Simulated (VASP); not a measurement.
## ScInTeSe: single point with r2SCAN

The system is ScInTeSe.

```
CELL_PARAMETERS angstrom
4.06633 0.00000 0.00000
-2.03317 3.52155 0.00000
0.00000 0.00000 15.88497
ATOMIC_POSITIONS crystal
Sc 0.00000 0.00000 0.49842
Sc 0.00000 0.00000 0.99842
In 0.66667 0.33333 0.26053
In 0.33333 0.66667 0.76053
Te 0.66667 0.33333 0.61074
Te 0.33333 0.66667 0.11074
Se 0.33333 0.66667 0.40836
Se 0.66667 0.33333 0.90836
```

The cell was built by a generator and needn't be a form met in nature.

```json
{"Program": "VASP 6.6.1", "Task": "single point", "Functional": "r2SCAN", "Potentials or basis": "VASP PAW PBE potentials, release 64 (Sc_sv, In_d, Te, Se)", "Cutoff": "520 eV", "k mesh": "8 × 8 × 2", "Occupations": "gaussian, width 0.1 eV", "Spin": "no spin polarisation"}
```

- Pressure: -0.4 GPa
- Largest force: 0.053 eV/Å
- Band gap on the k mesh: 0.29 eV, indirect (least direct gap 0.80 eV)

Forces on the atoms (eV/Å):
```
Sc   0.000  0.000  0.013
Sc   0.000  0.000  0.013
In   0.000  0.000 -0.035
In   0.000  0.000 -0.035
Te   0.000  0.000 -0.032
Te   0.000  0.000 -0.032
Se   0.000  0.000  0.053
Se   0.000  0.000  0.053
```

Stress tensor (GPa, compression positive):
```
-0.38  0.00  0.00
 0.00 -0.38  0.00
 0.00  0.00 -0.60
```

Levels at points of the mesh, in eV from the valence-band top:
| k point | band 33 | band 34 | band 35 | band 36 | band 37 | band 38 | band 39 | band 40 |
| --- | --- | --- | --- | --- | --- | --- | --- | --- |
| (0.00, 0.00, 0.00) | -1.05 | -0.97 | -0.97 | 0.00 | 0.80 | 0.80 | 0.82 | 0.82 |
| (0.50, 0.00, 0.00) | -2.88 | -2.29 | -2.20 | -1.68 | 0.29 | 0.37 | 0.54 | 0.88 |
| (0.00, 0.00, 0.50) | -1.01 | -1.01 | -1.00 | -1.00 | 0.81 | 0.81 | 0.81 | 0.81 |
| (0.50, 0.00, 0.50) | -2.25 | -2.25 | -2.12 | -2.12 | 0.30 | 0.30 | 0.73 | 0.73 |

Run time: 12 min on 2 MPI ranks on Intel(R) Xeon(R) 6975P-C (Granite Rapids), on a shared host, peak memory 0.5 GiB a rank.

Caveat: the PAW data sets were made with another functional, which shifts forces and pressure a little; spin-orbit coupling is left out, which moves the levels of the heavy elements. r2SCAN opens gaps a little over a GGA but as a rule still falls short of measured ones.
